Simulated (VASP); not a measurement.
Data:

```xyz
3
Lattice="1.8334 -3.1756 0.0000 1.8334 3.1756 0.0000 0.0000 0.0000 7.2590" Properties=species:S:1:pos:R:3 pbc="T T T"
Pt     0.0000     0.0000     0.0000
S      1.8334     1.0585     1.2519
S      1.8334    -1.0585     6.0071
```

Calculation: RPBE GGA, VASP's PBE PAW potentials (set 64) (plane waves; VASP). Settings: 520 eV cut-off, 7×7×3 Γ-centred mesh, Gaussian smearing of 0.050 eV, potentials Pt S.

Without a dispersion term in the relaxation, distances and binding between the weakly bound layers, chains or molecules are unreliable, and so is what depends on them.

Q: The ions and cell shape at fixed volume are relaxed. Which structure does the run end with?

A: 
```xyz
3
Lattice="1.7977 -3.1137 0.0000 1.7977 3.1137 0.0000 0.0000 0.0000 7.5503" Properties=species:S:1:pos:R:3 pbc="T T T"
Pt     1.7977    -3.1137     0.0000
S      1.7977     1.0379     1.2291
S      1.7977    -1.0379     6.3212
```
Space group P-3m1 (164), at a tolerance of 0.03 Å.

Q: How much energy does the relaxation gain?

A: The energy (σ→0) changes by -22.9 meV/atom, in 6 ionic steps.

The compound is PtS2 in the 1T layered structure. This cell is one point of a volume scan, at 1.06 of the reference volume. Symmetry was kept, so distortions that lower it aren't found.
